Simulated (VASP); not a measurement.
Here is the system:

```xyz
2
Lattice="1.8005 -3.1185 0.0000 1.8005 3.1185 0.0000 0.0000 0.0000 5.5442" Properties=species:S:1:pos:R:3 pbc="T T T"
Y      1.8005     1.0395     1.3860
Y      1.8005    -1.0395     4.1581
```

All values below come from PBEsol GGA, VASP's PBE PAW potentials (set 64) (plane waves; VASP). Run with 400 eV cut-off, Gaussian smearing of 0.050 eV, potentials Y_sv.

Question: Give the energies of bands 9 to 14 at the high-symmetry points, in eV from the Fermi level.

Answer: 
```json
[
 {"band": "9", "Γ": "-4.78", "M": "-1.72", "K": "-0.82", "A": "-3.23", "L": "-1.73", "H": "-0.42"},
 {"band": "10", "Γ": "-1.93", "M": "-1.29", "K": "-0.69", "A": "-3.23", "L": "-1.73", "H": "-0.42"},
 {"band": "11", "Γ": "1.21", "M": "-0.87", "K": "-0.69", "A": "1.05", "L": "0.09", "H": "-0.41"},
 {"band": "12", "Γ": "1.75", "M": "-0.06", "K": "-0.46", "A": "1.05", "L": "0.09", "H": "-0.41"},
 {"band": "13", "Γ": "1.75", "M": "1.40", "K": "1.15", "A": "1.64", "L": "1.53", "H": "0.49"},
 {"band": "14", "Γ": "2.25", "M": "1.57", "K": "1.15", "A": "1.64", "L": "1.53", "H": "0.49"}
]
```

It has no gap at this level: it comes out as a metal or semimetal.

The compound is Y in the hcp structure. It was relaxed first, which changed the volume by -6 %.
